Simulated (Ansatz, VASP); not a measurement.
## BC7 in VASP and in Ansatz

```
B C
1.0
     3.60096    0.00000    0.00000
     0.00000    3.60096    0.00000
     0.00000    0.00000    3.60096
B C
1 7
Direct
  0.00000 0.00000 0.00000
  0.00000 0.50000 0.50000
  0.50000 0.50000 0.00000
  0.50000 0.00000 0.50000
  0.74504 0.74504 0.25496
  0.74504 0.25496 0.74504
  0.25496 0.74504 0.74504
  0.25496 0.25496 0.25496
```

Alike in both runs: functional PBEsol; k mesh 10 × 10 × 10; occupations gaussian, width 0.1 eV; no spin polarisation.

Ansatz relaxed the structure, and its values are those at the end. VASP's run is a single point on that final structure, the one shown.

|  | VASP | Ansatz |
| --- | --- | --- |
| version | VASP 6.6.1 | Ansatz 0.2.0 |
| potentials or method | VASP PAW PBE potentials, release 64 (B, C) | scalar-relativistic, plane waves, PAW |
| plane-wave cutoff (eV) | 520 | 420 |
| valence electrons in the cell | 31 | 31 |

```tsv
	VASP	Ansatz	Ansatz less VASP
gap on the k mesh at the Fermi level (eV)	none	none	-
pressure (GPa)	1.0	0.0	-0.97
rms of the force components (eV/Å)	0.004	0.000	-0.0037
```

A gap of «none» marks a metal or a gap that the smearing closes. The functional is the same, so the differences come from potentials, cutoffs and numerics.

Caveats: the PAW data sets were made with another functional, which shifts forces and pressure a little (VASP).
